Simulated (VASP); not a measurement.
```
BrH4N
1.0
    4.00010     0.00000     0.00000
    0.00000     4.00010     0.00000
    0.00000     0.00000     4.00010
H Br N
4 1 1
Direct
  0.14921   0.14921   0.85079
  0.14921   0.85079   0.14921
  0.85079   0.85079   0.85079
  0.85079   0.14921   0.14921
  0.50000   0.50000   0.50000
  0.00000   0.00000   0.00000
```

All values below come from PBEsol GGA, VASP's PBE PAW potentials (set 64) (plane waves; VASP 6.6.1). Run with 400 eV cut-off, 4×4×4 Γ-centred mesh, Gaussian smearing of 0.010 eV, potentials H Br N.

At this cut-off the stress carries a Pulay error, which pulls relaxed volumes low.

### Question
Give the force on each atom (eV/Å).

### Answer

```json
[
 {"atom": "H1", "Fx": "0.333", "Fy": "0.333", "Fz": "-0.333"},
 {"atom": "H2", "Fx": "0.333", "Fy": "-0.333", "Fz": "0.333"},
 {"atom": "H3", "Fx": "-0.333", "Fy": "-0.333", "Fz": "-0.333"},
 {"atom": "H4", "Fx": "-0.333", "Fy": "0.333", "Fz": "0.333"},
 {"atom": "Br5", "Fx": "0.000", "Fy": "0.000", "Fz": "0.000"},
 {"atom": "N6", "Fx": "0.000", "Fy": "0.000", "Fz": "0.000"}
]
```

### Question
Give the stress tensor in GPa (positive for a compressed cell).

### Answer

```
-0.57   0.00   0.00
 0.00  -0.57   0.00
 0.00   0.00  -0.57
```
The pressure is its mean diagonal, -0.57 GPa.

The structure comes from a computed database's H4BrN entry (P-43m); how it stands against other phases isn't given here. The cell was not relaxed at this level.
